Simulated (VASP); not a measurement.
Data:

```xyz
3
Lattice="1.6472 0.9510 6.1140 -1.6472 0.9510 6.1140 0.0000 -1.9021 6.1140" Properties=species:S:1:pos:R:3 pbc="T T T"
Ta     0.0000     0.0000     0.0009
S      0.0000     0.0000    13.7891
S      0.0000     0.0000    10.6655
```

Method: PBEsol GGA, VASP's PBE PAW potentials (set 64) (plane waves; VASP 6.6.1). Run with 400 eV cut-off, Gaussian smearing of 0.050 eV, potentials Ta_pv S.

Without a dispersion term in the relaxation, distances and binding between the weakly bound layers, chains or molecules are unreliable, and so is what depends on them.

Q: Give the energies of bands 6 to 14 at the high-symmetry points, in eV from the Fermi level.

A: 
```
band      Γ      T     H2      L     S0      F
----  -----  -----  -----  -----  -----  -----
6     -6.29  -5.14  -5.10  -5.95  -5.10  -5.81
7     -2.37  -2.60  -4.79  -4.51  -4.79  -4.67
8     -2.37  -2.40  -3.97  -3.98  -4.01  -3.65
9     -1.24  -2.40  -3.52  -2.96  -3.53  -2.83
10    -1.24  -1.18  -2.85  -1.31  -2.78  -1.92
11    -0.27  -1.18  -1.75  -1.04  -1.79  -1.28
12     0.59   1.63   0.71  -0.33   0.74  -0.25
13     3.31   3.35   2.55   3.84   2.52   3.78
14     3.31   3.36   4.12   4.08   4.13   4.12
```

It has no gap at this level: it comes out as a metal or semimetal.

The structure was generated: TaS2 was put into the 3R-MoS2 type (R3m), which need not be its known phase. It was relaxed first, which changed the volume by +5 %. The electron count is odd and the run is not spin-polarised, which forces a metal.
